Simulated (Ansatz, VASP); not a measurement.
# C (Diamond): VASP beside Ansatz

Aim: how closely do two programs agree when they are given the same cell, functional and k mesh? The cell is taken from a series of runs on this material, whose earlier steps may have relaxed, scaled, displaced or heated it; both programs get it as it stands.

Method: plane waves, with VASP 6.6.1 beside it; zone-centre phonons at LDA, in Ansatz 0.2.0.

**1. Set-up**

It takes space group Fd-3m (No. 227, cubic). Conventional cell: a = 3.569 Å, b = 3.569 Å, c = 3.569 Å, α = 90.00°, β = 90.00°, γ = 90.00°. Nearest to C lie 4 C at 1.55 Å.

Coordinates:

```cif
data_structure
_symmetry_space_group_name_H-M 'Fd-3m:1'
_symmetry_Int_Tables_number 227
_cell_length_a 3.5693
_cell_length_b 3.5693
_cell_length_c 3.5693
_cell_angle_alpha 90.000
_cell_angle_beta 90.000
_cell_angle_gamma 90.000
_cell_volume 45.47
loop_
_atom_site_label
_atom_site_type_symbol
_atom_site_symmetry_multiplicity
_atom_site_Wyckoff_symbol
_atom_site_fract_x
_atom_site_fract_y
_atom_site_fract_z
_atom_site_occupancy
C1 C 8 b 0.00000 0.00000 0.50000 1
```

**2. Ansatz: zone-centre phonons, LDA**

Ansatz runs on its default PAW (the set named soft_2) files.

Second derivatives magnify differences that forces hide, and they need a tight electronic threshold.

Input file input.yaml:

```yaml
crystal:
  lattice:
    - [0.0, 1.7846551421, 1.7846551421]
    - [1.7846551421, 0.0, 1.7846551421]
    - [1.7846551421, 1.7846551421, 0.0]
  atoms:
    - { symbol: C, position: [0.0, 0.0, 0.0] }
    - { symbol: C, position: [0.25, 0.25, 0.25] }
kpoints:
  mp_grid: { grid: [6, 6, 6] }
hamiltonian:
  xc: lda
scf:
  occupations: { method: fixed }
output:
  eigenvalues: true
basis:
  ecutwfc: 260.0
phonons:
  method: dfpt
  dielectric: true
  rigid_motions: translations
```

The run is started by

```bash
> ansatz run input.yaml --threads 4 --pin off --max-ram 15360MiB --backend cpu --events-out ev --progress --plain --runs-dir out
```

Numbers of over 12 decimals in the logs are rounded to 6 here.

The log of the run:

```text
Warning: basis.ecutwfc = 260 eV is below the records' recommended 420 eV, and the density's cutoff is lower with it unless basis.ecutrho_ratio is high enough to keep the records' density cutoff: compare with a run at a higher cutoff
Engine: ansatz 0.2.0, aarch64-unknown-linux-gnu
Pseudopotentials: kind: paw
Pseudopotential: C, paw, valence charge 4, recommended cutoff 420 eV (normal), C.paw.azcp
Functional definition: SPW92
  exchange = slater_x
  correlation = pw_c
Crystal: 2 atoms, lattice volume = 11.368 Å³
Basis set: ecut = 260 eV, 113 PW (Γ), exchange–correlation on 32×32×32 points (8 copies of the dense FFT grid, shifted against one another)
Bands: 8, of which v1, the nominal top of the filled ones, is band 4 counted from 1 (3 counted from 0)
Symmetry: 48 space group operations
k-points: 46 of 216 (irreducible under 4 space group operations, time reversal used)
Non-local potential: C, projectors of the file, l = 0: 2, l = 1: 2, l = 2: 1
PAW form: soft (Blöchl's): semilocal exchange-correlation on the pseudo side does not see the compensation charge
PAW frozen core: C, regenerated for the run's functional, and the local potential with it (the file was generated under x = pbe(κ = 0.804, μ = 0.219515), c = pbe(β = 0.066725))
PAW one-centre angular grid: C, 110 points (default); XC on 64 Gauss nodes
Initial density: superposition of atomic densities (neutral atoms: chi_scale 0, normalization atom), corrected by the library's trained network
Initial wavefunctions: pseudopotential atomic-orbital guess
Functional: x = slater, c = lda
SCF iter   1: F=—  HF=-485.275966 eV  |F-HF|=—  |Δ(HF+E_count)|=         —  Δρ=1.90e-2  dr2=1.06e-2  ethr=1.77e-3  ⟨swp⟩=3.5  Hψ=2082  notcnv=0  defer=74
preconditioner: auto → none  [insulator: Δε(μ)=4.125 eV  Ē_g=19.645 eV  n_scr=0 (ndim 8)  ℏωp=31.1 eV  f_vac=0.000  ε∞_Penn≈3.5]
SCF iter   2: F=—  HF=-485.275130 eV  |F-HF|=—  |Δ(HF+E_count)|=   8.36e-4  Δρ=8.81e-3  dr2=1.66e-3  ethr=1.33e-4  ⟨swp⟩=2.0  Hψ=828  notcnv=0  defer=85
SCF iter   3: F=—  HF=-485.275646 eV  |F-HF|=—  |Δ(HF+E_count)|=   5.16e-4  Δρ=1.13e-3  dr2=2.19e-5  ethr=2.08e-5  ⟨swp⟩=3.0  Hψ=651  notcnv=0  defer=85
SCF iter   4: F=—  HF=-485.275665 eV  |F-HF|=—  |Δ(HF+E_count)|=   1.86e-5  Δρ=2.24e-5  dr2=1.74e-8  ethr=2.74e-7  ⟨swp⟩=1.0  Hψ=368  notcnv=0  defer=3
SCF iter   5: F=—  HF=-485.275666 eV  |F-HF|=—  |Δ(HF+E_count)|=   1.16e-6  Δρ=2.34e-6  dr2=2.45e-10  ethr=2.18e-10  ⟨swp⟩=2.7  Hψ=562  notcnv=0
SCF iter   6: F=-485.275666 eV  HF=-485.275666 eV  |F-HF|=1.02e-12  |Δ(HF+E_count)|=  1.03e-10  Δρ=1.59e-7  dr2=1.91e-12  ethr=1.25e-12  ⟨swp⟩=5.7  Hψ=1629  notcnv=0
SCF 1 converged in 6 iterations: F = -485.275666 eV  dr2 = 1.91e-12
  greatest PAW one-centre occupation: 0.629 electrons in one spin orbital (limit 2), on the C atom at site 1 (counted from 0), in its partial waves of l = 0
NSCF: frozen V_eff on 2 k-points
DFPT response loops at Γ: preconditioner auto → none (the input reference at scf.mixing.eps_inf says where Resta's filter doesn't serve); β = 0.50; Broyden in place of MSR1
── the response to a field inside a basis, on 6×6×6 k-points: an SCF that follows is theirs, and a resumed run solves both again ──
Bands: 5, of which v1, the nominal top of the filled ones, is band 4 counted from 1 (3 counted from 0)
k-points: 28 of 216 (irreducible under 12 space group operations)
Initial density: handed on by an earlier stage of this run
Initial wavefunctions: pseudopotential atomic-orbital guess (no wavefunctions were taken with the density)
Eigensolver: Dense (28 Hₖ)
SCF iter   1: F=—  HF=-485.891323 eV  |F-HF|=—  |Δ(HF+E_count)|=         —  Δρ=1.82e-2  dr2=9.26e-3  ethr=1.00e-1
preconditioner: auto → none  [insulator: Δε(μ)=4.923 eV  Ē_g=15.856 eV  n_scr=0 (ndim 8)  ℏωp=31.1 eV  f_vac=0.000  ε∞_Penn≈4.9]
SCF iter   2: F=—  HF=-485.889481 eV  |F-HF|=—  |Δ(HF+E_count)|=   1.84e-3  Δρ=8.29e-3  dr2=1.58e-3  ethr=1.16e-4
SCF iter   3: F=—  HF=-485.889446 eV  |F-HF|=—  |Δ(HF+E_count)|=   3.52e-5  Δρ=8.07e-4  dr2=1.37e-5  ethr=1.97e-5
SCF iter   4: F=-485.889452 eV  HF=-485.889452 eV  |F-HF|=9.99e-9  |Δ(HF+E_count)|=   5.94e-6  Δρ=3.27e-5  dr2=2.68e-8  ethr=1.71e-7
SCF 1 converged in 4 iterations: F = -485.889452 eV  dr2 = 2.68e-8
  greatest PAW one-centre occupation: 0.636 electrons in one spin orbital (limit 2), on the C atom at site 1 (counted from 0), in its partial waves of l = 0
DFPT response loops at Γ: mixed as the last ones told, above
WARN: field response: ε∞ stands inside a basis, on 6×6×6 points; the force constants stand on the 6×6×6 k-mesh, whose period is 10.83 times the interband length at k = (0.0000, 0.0000, 0.0000), direct gap 5.802 eV, under 14: take them and everything formed from them as unconverged, and compare with a denser kpoints.mp_grid
SCF converged after 6 iterations
Free energy (F): -485.275666 eV
Harris-Foulkes:  -485.275666 eV  (|F-HF|=1.02e-12)
Internal energy: -485.275666 eV  (E = F + TS)
E sigma→0 (E₀):  -485.275666 eV
Fermi energy:    13.026438 eV
--- Per-component energies (eV) ---
  E_band       = 33.291790
  E_kinetic    = 185.428854
  E_local      = -122.088193  (includes V_loc(G=0)·N_el)
  E_nonlocal   = 52.473691
  E_hartree    = 26.217176
  E_xc         = -97.254544
  E_vxc        = -121.106446  (∫ρ·V_xc dr)
  E_paw        = -182.467799  (= ΣΔE_a)
  E_vpaw       = -13.850759  (= ΣTr[D̂ρ^β])
  E_aug_tail   = 0.000279  (compensation charges beyond the density's cutoff)
  E_ewald      = -347.710794
  E_core_change = 0.125665  (= ΣΔE_core)
  E_smearing   = -0.000000  (= −TS)
  E_closure    = 0.000000  (closes the sum)
  Σ components = -485.275666   (vs F -485.275666, Δ=0.00e0)
--- Band table (eV; the first three rows and the last of 46) ---
  k-point 0: bands = ["-8.3085", "13.0264", "13.0264", "13.0264", "18.8284", "18.8284", "18.8284", "26.3794"]
  k-point 1: bands = ["-7.5418", "9.4059", "12.0775", "12.0775", "20.1623", "20.1623", "20.5541", "27.0243"]
  k-point 2: bands = ["-5.2904", "3.7754", "10.7726", "10.7726", "21.4314", "21.4314", "21.7056", "28.3245"]
  k-point 45: bands = ["-0.7156", "1.4098", "5.2935", "7.1363", "21.8098", "23.1742", "26.9157", "27.1775"]
--- Phonons (Γ-DFPT): 1 representative perturbation + reference, on 46 of 216 k-points (Σ response iterations 3) ---
  k mesh reduced under 4 symmetry operations, with k and −k counted as one. Each operation leaves every solved perturbation unchanged. A smaller set is not considered because the run solves the response to a homogeneous field
  ASR residual: 6.681e-5 → 0.000e0 eV/Å²; symmetrization residual: 6.395e-14 eV/Å²
  ASR residual per site (eV/Å²): 6.68e-5 6.68e-5
  Γ frequencies (cm⁻¹): 0.00 0.00 0.00 1349.90 1349.90 1349.90
  ε∞ (high-frequency dielectric tensor):
        5.812069    -0.000000     0.000000
       -0.000000     5.812069     0.000000
        0.000000     0.000000     5.812069
  ε⁰ (static dielectric tensor: ions relaxed, cell fixed):
        5.812069    -0.000000     0.000000
       -0.000000     5.812069     0.000000
        0.000000     0.000000     5.812069
  ε⁰ − ε∞ (ionic part):
        0.000000    -0.000000    -0.000000
       -0.000000     0.000000     0.000000
       -0.000000     0.000000     0.000000
  softest optical mode at Γ: 1349.90 cm⁻¹; the repairs (sum rule, projections) moved no ω² at Γ by more than (1.23 cm⁻¹)²
  Born effective charges Z* (e; rows j = field, columns β = displacement):
    site 0:
         0.00000    0.00000    0.00000
        -0.00000    0.00000    0.00000
        -0.00000   -0.00000    0.00000
    site 1:
        -0.00000   -0.00000   -0.00000
         0.00000    0.00000   -0.00000
         0.00000    0.00000   -0.00000
  Z* charge neutrality: 7.081e-3 e pre-enforcement
  solved inside a basis spanned on kpoints, on 6×6×6 k-points, its susceptibility summed on 10×10×10: ε∞ is read to err by 3.2e-2, Z* by 9.3e-3 e (field_mesh: kpoints solves on kpoints)
  optical modes at Γ without the LO–TO term, one row a degenerate level:
      ω (cm⁻¹)  modes    IR ((D/Å)²/amu)
       1349.90      3             0.0000
  optical modes at Γ + LO–TO along q̂ = [1.0000, 0.0000, 0.0000]:
      ω (cm⁻¹)  modes    IR ((D/Å)²/amu)
       1349.90      3             0.0000
  optical modes at Γ + LO–TO along q̂ = [0.0000, 1.0000, 0.0000]:
      ω (cm⁻¹)  modes    IR ((D/Å)²/amu)
       1349.90      3             0.0000
  optical modes at Γ + LO–TO along q̂ = [0.0000, 0.0000, 1.0000]:
      ω (cm⁻¹)  modes    IR ((D/Å)²/amu)
       1349.90      3             0.0000
```

In the SCF lines HF is the Harris–Foulkes energy and dr2 the Hartree energy of the density residual, in eV; the loop may stop once dr2 is under the threshold and the program's other checks hold. Hψ counts applications of the Hamiltonian.

(Continued in part 2 of 2.)

[Lines on the potential files, build, host, timing and source positions are cut from VASP's logs without a mark.]

[Logs are printed without paths, hosts, clocks, repeated set-up lines and the standing remarks that a program may print on its own settings, such as how far it seeks lower states.]

[Hosts, paths, dates, database ids (printed as entryN), source tags and the programs' standing remarks are cut or masked in the printed files.]
